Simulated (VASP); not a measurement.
The system is HgTe.

```
Hg Te
1.0
     0.00000    3.21450    3.21450
     3.21450    0.00000    3.21450
     3.21450    3.21450    0.00000
Hg Te
1 1
Direct
  0.00000 0.00000 0.00000
  0.25000 0.25000 0.25000
```

- Program: VASP 6.6.1
- Task: relaxation of cell and atoms
- Functional: PBEsol
- Potentials or basis: VASP PAW PBE potentials, release 64 (Hg, Te)
- Cutoff: 600 eV
- k mesh: 10 × 10 × 10
- Occupations: gaussian, width 0.03 eV
- Spin: no spin polarisation

At the start: pressure 1.9 GPa; volume 33.22 Å³/atom.

How do energy, volume and symmetry change on relaxing?

Over 3 steps the energy falls by 7.7 meV/atom and the volume is 34.58 Å³/atom (+4.1 %); space group F-43m (No. 216, to 0.05 Å).

The path:
```tsv
step	energy change (eV)	largest force (eV/Å)	pressure (GPa)	volume (Å³)
1	0.0000	0.0000	1.88	66.43
2	-0.0133	0.0000	-0.63	70.26
3	-0.0155	0.0000	0.00	69.17
```

Final structure:
```xyz
2
Lattice="0.0000 3.2580 3.2580 3.2580 0.0000 3.2580 3.2580 3.2580 0.0000" Properties=species:S:1:pos:R:3 pbc="T T T"
Hg    0.0000    0.0000    0.0000
Te    1.6290    1.6290    1.6290
```

Caveat: the PAW data sets were made with another functional, which shifts forces and pressure a little.
